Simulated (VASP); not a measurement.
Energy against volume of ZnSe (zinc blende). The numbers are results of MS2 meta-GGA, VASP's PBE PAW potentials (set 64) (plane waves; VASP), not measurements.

```json
[
 {"V (Å³/atom)": "21.181", "E (eV/atom)": "-4.21034"},
 {"V (Å³/atom)": "21.857", "E (eV/atom)": "-4.22441"},
 {"V (Å³/atom)": "22.533", "E (eV/atom)": "-4.22795"},
 {"V (Å³/atom)": "23.209", "E (eV/atom)": "-4.22331"},
 {"V (Å³/atom)": "23.885", "E (eV/atom)": "-4.21151"}
]
```

### Question
Fit a third-order Birch-Murnaghan equation of state.

### Answer

| Quantity | Value |
|---|---|
| volume per atom | 22.47 Å^3/atom |
| bulk modulus | 67.8 GPa |
| pressure derivative of the bulk modulus | 5.62 |
| lattice constant a | 5.644 Å |

Measured: bulk modulus 62.4 GPa (computed value off by +8.7 %), as given by Cormac Toher et al., Physical Review Materials (2017), arXiv:1611.05714; a 5.668 Å (computed value off by -0.4 %), as given by Martin Albrecht et al., Physical review. B, Condensed matter (1997), arXiv:cond-mat/9706128. The calculation is for a static lattice, while the measured bulk modulus, a hold thermal and zero-point effects, which are part of the difference.

The compound is ZnSe in the zinc blende structure. It was relaxed first.
